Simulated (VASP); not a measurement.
Calculation: PBE GGA, VASP's PBE PAW potentials (set 64) (plane waves; VASP).

The input files of a VASP run:

File POSCAR:
```
GaSi62
1
   10.9370747000     0.0000000000     0.0000000000
    0.0000000000    10.9370747000     0.0000000000
    0.0000000000     0.0000000000    10.9370747000
Si Ga
62 1
Direct
  0.5003980764   0.0009519642   0.0005248784
  0.6242574793   0.1272797386   0.1272027924
  0.7492860795   0.2508048800   0.0011931242
  0.8722762936   0.3758973142   0.1277085651
  0.7491352985   0.0012407336   0.2508334777
  0.8727187181   0.1273522588   0.3757342534
  0.9995733626   0.0003061845   0.0002575190
  0.1247570954   0.1251663458   0.1251281442
  0.2500818451   0.2494890802   0.0004857883
  0.3762480381   0.3749628272   0.1256251210
  0.4993973126   0.5006504547   0.0002414796
  0.6250369242   0.6231368608   0.1261527748
  0.7504876176   0.7495745510   0.0008668080
  0.8746287415   0.8752474852   0.1252372665
  0.2499741349   0.0004717260   0.2494441120
  0.3763938076   0.1258124103   0.3747533570
  0.5010996709   0.2532113174   0.2528122029
  0.7454140333   0.4973511248   0.2543504774
  0.8736764428   0.6230538334   0.3748865609
  0.4995233051   0.0004545943   0.5004347947
  0.6252648305   0.1257796699   0.6235047964
  0.7468704605   0.2533472240   0.4984360955
  0.8742719603   0.3748380327   0.6235713379
  0.7505151839   0.0004692034   0.7498807219
  0.8747555709   0.1251902548   0.8751971875
  0.9990412282   0.4996001451   0.0007441744
  0.1239319921   0.6246526453   0.1230926811
  0.2501752315   0.7498004538   0.9992378915
  0.3753534522   0.8760390414   0.1230486682
  0.9988255026   0.2507841665   0.2506448909
  0.1252518374   0.3744742617   0.3744039223
  0.2476345845   0.5003552530   0.2477957605
  0.3741026920   0.6259522084   0.3664103218
  0.4996879541   0.7523140135   0.2477040326
  0.6255152673   0.8747649557   0.3744568811
  0.9993295953   0.0008663894   0.4995217160
  0.1242493283   0.1232878928   0.6246379297
  0.2478985815   0.2480323411   0.5002498649
  0.3742809442   0.3669598588   0.6256620359
  0.6333583230   0.6259093113   0.6257883187
  0.7522061029   0.7522700918   0.5003166894
  0.8769228308   0.8759858878   0.6246016445
  0.2501666902   0.9992100820   0.7497510248
  0.3753493414   0.1233827351   0.8755900402
  0.4998417533   0.2480775186   0.7519356912
  0.6255402544   0.3745221209   0.8747395541
  0.7520656234   0.5002744574   0.7521467294
  0.8767155024   0.6246156174   0.8757757091
  0.9988903255   0.7495711366   0.2493956195
  0.1249081464   0.8746356474   0.3749899867
  0.9996929151   0.5005732989   0.5005052954
  0.1268449210   0.6240989598   0.6239507194
  0.2514939725   0.7486355921   0.4984197582
  0.3760153004   0.8733127946   0.6239130151
  0.9993695270   0.2494908661   0.7498573403
  0.1250171571   0.3749953376   0.8749045045
  0.2514340446   0.4985092730   0.7485104251
  0.3758978307   0.6241346814   0.8731097388
  0.5015213205   0.7486140022   0.7484577524
  0.6249683834   0.8746823916   0.8749675312
  0.0007544813   0.7497615263   0.7497228206
  0.1252532754   0.8746345109   0.8747198059
  0.4964095032   0.5041264630   0.5032968778
```

**KPOINTS**
```
Automatic mesh
0
Gamma
1 1 1
0 0 0
```

INCAR:
```
! general
SYSTEM     = GaSi62
PREC       = Normal
ENCUT      = 400
LREAL      = Auto
LASPH      = .TRUE.
ISYM       = 0
NELECT     = 250.0

! electronic loop
EDIFF      = 1E-6
NELM       = 100
NELMIN     = 4
ALGO       = Fast
LMAXMIX    = 4

! smearing
ISMEAR     = 0
SIGMA      = 0.05

! functional
GGA        = PE

! spin
ISPIN      = 2
MAGMOM     = 63*0.0317
NUPDOWN    = 2

! output
LWAVE      = .TRUE.
LCHARG     = .FALSE.
LORBIT     = 11

! other
LHYPERFINE = .TRUE.
```

POTCAR, in this order: Si Ga (PBE.64 set). Program: vasp_gam. Read from the step before: WAVECAR.

What will the output report for the number of irreducible k-points (NKPTS), largest plane-wave count, FFT grid (NGX, NGY, NGZ)?

```json
{
 "number of irreducible k-points (NKPTS)": "1",
 "largest_plane_wave_count": "11924",
 "FFT grid (NGX, NGY, NGZ)": "54 × 54 × 54"
}
```

The cell is a supercell with a defect, built from Si (diamond): Ga_Si-vac_Si, charge +1.
